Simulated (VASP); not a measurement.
A run of VASP 6.6.1 is set up as follows.

File INCAR:

```
SYSTEM = Al
ALGO     = Normal         ! electronic algorithm
EDIFF    = 1E-8           ! SCF threshold, eV
ENCUT    = 520            ! plane-wave cutoff, eV
GGA      = PS             ! functional
IBRION   = 6              ! ionic algorithm
ISIF     = 3              ! what is computed and relaxed
ISMEAR   = 0              ! smearing method
LASPH    = .TRUE.         ! aspherical terms in the spheres
LCHARG   = .FALSE.        ! write CHGCAR
LREAL    = .FALSE.        ! projectors in reciprocal space
LWAVE    = .FALSE.        ! write WAVECAR
NELM     = 80             ! most SCF steps
NFREE    = 2            
NSW      = 1              ! ionic steps
POTIM    = 0.015          ! step
PREC     = Accurate       ! precision mode
SIGMA    = 0.1            ! smearing width, eV
```

KPOINTS

```
k-points
0
G
  18 18 18
  0 0 0
```

The input POSCAR:

```
Al                                      
1.0
    0.0000000000      2.0080141416      2.0080141416
    2.0080141416      0.0000000000      2.0080141416
    2.0080141416      2.0080141416      0.0000000000
  Al            
     1
Direct
     0.0000000000000000    0.0000000000000000    0.0000000000000000
```

Potentials or basis: VASP PAW PBE potentials, release 64 (Al).

Command:

```bash
$ cat potpaw_PBE.64/Al/POTCAR > POTCAR
$ mpirun -np 1 vasp_std > vasp.out
```

Q: Predict the elastic constants C11, C12, C44.

A: 87, 80, 7 GPa.

Q: What does it give for the Voigt bulk modulus?

A: 83 GPa.

Elastic tensor in Voigt notation (GPa, in the Cartesian axes of the cell as first typed):
```
87 80 80  0  0  0
80 87 80  0  0  0
80 80 87  0  0  0
 0  0  0  7  0  0
 0  0  0  0  7  0
 0  0  0  0  0  7
```

Caveat: elastic constants of metals need much finer meshes, so these are rough; the PAW data sets were made with another functional, which shifts forces and pressure a little.
